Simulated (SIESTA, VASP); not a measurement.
A VASP calculation is set up with these files.

### KPOINTS
```
Automatic mesh
0
Gamma
5 5 5
0 0 0
```

POSCAR:
```
TiSb2
1
   -3.3514550000     3.3514550000     2.8979900000
    3.3514550000    -3.3514550000     2.8979900000
    3.3514550000     3.3514550000    -2.8979900000
Ti Sb
2 4
Direct
  0.2500000000   0.2500000000   0.0000000000
  0.7500000000   0.7500000000   0.0000000000
  0.6520400000   0.8479600000   0.5000000000
  0.3479600000   0.1520400000   0.5000000000
  0.8479600000   0.3479600000   0.1959200000
  0.1520400000   0.6520400000   0.8040800000
```

**INCAR**
```
# general
SYSTEM   =  TiSb2
PREC     =  Accurate
ENCUT    =  300
LREAL    =  .False.
LASPH    =  .True.

# electronic loop
EDIFF    =  1E-6
NELM     =  100
ALGO     =  Normal
LMAXMIX  =  4

# smearing
ISMEAR   =  -1
SIGMA    =  0.1

# functional
GGA      =  PS

# ions
IBRION   =  2
NSW      =  50
ISIF     =  3
EDIFFG   =  -0.01

# output
LWAVE    =  .False.
LCHARG   =  .False.
```

POTCAR, in this order: Ti_sv Sb (PBE.64 set). Program: vasp_std.

### Question
Translate it to SIESTA.

### Answer
One input that does it (GGA PBEsol, numerical atomic orbitals DZP, PseudoDojo PBEsol standard norm-conserving potentials (rewritten from UPF to PSML)):
```
# files in the folder: Ti.psml Sb.psml (PseudoDojo PBEsol standard)
SystemName  TiSb2
SystemLabel tisb2

NumberOfAtoms                6
NumberOfSpecies              2
%block ChemicalSpeciesLabel
  1 22 Ti
  2 51 Sb
%endblock ChemicalSpeciesLabel
LatticeConstant              1.0 Ang
%block LatticeVectors
    -3.351455000    3.351455000    2.897990000
     3.351455000   -3.351455000    2.897990000
     3.351455000    3.351455000   -2.897990000
%endblock LatticeVectors
AtomicCoordinatesFormat      Bohr
%block AtomicCoordinatesAndAtomicSpecies
     0.000000000    0.000000000    2.738203706  1
    -0.000000000    0.000000000    8.214611118  1
     4.407492453    1.925839616    5.476407412  2
     1.925839616    4.407492453    0.000000000  2
    -1.925839616    4.407492453    5.476407412  2
     8.259171685    1.925839616   -0.000000000  2
%endblock AtomicCoordinatesAndAtomicSpecies

XC.functional                GGA
XC.authors                   PBEsol
PAO.BasisSize                DZP
PAO.EnergyShift              0.005 Ry
MeshCutoff                   300 Ry
%block kgrid.MonkhorstPack
    5   0   0  0.0
    0   5   0  0.0
    0   0   5  0.0
%endblock kgrid.MonkhorstPack
OccupationFunction           FD
ElectronicTemperature        100.0 meV

MaxSCFIterations             150
SCF.Mixer.Method             Pulay
SCF.Mixer.Weight             0.25
SCF.Mixer.History            8
SCF.DM.Tolerance             1.0E-04
Diag.ParallelOverK           true
MD.TypeOfRun                 Broyden
MD.Steps                     40
MD.MaxForceTol               0.02 eV/Ang
MD.VariableCell              true
MD.MaxStressTol              0.05 GPa
WriteForces                  true
Charge.Mulliken              end
```
Both inputs were run and reached self-consistency, which says nothing on mesh or cut-off. Potentials, basis and cut-offs are each code's own, so they don't translate, and total energies aren't comparable.

The structure comes from a computed database's TiSb2 entry (I4/mcm); how it stands against other phases isn't given here.
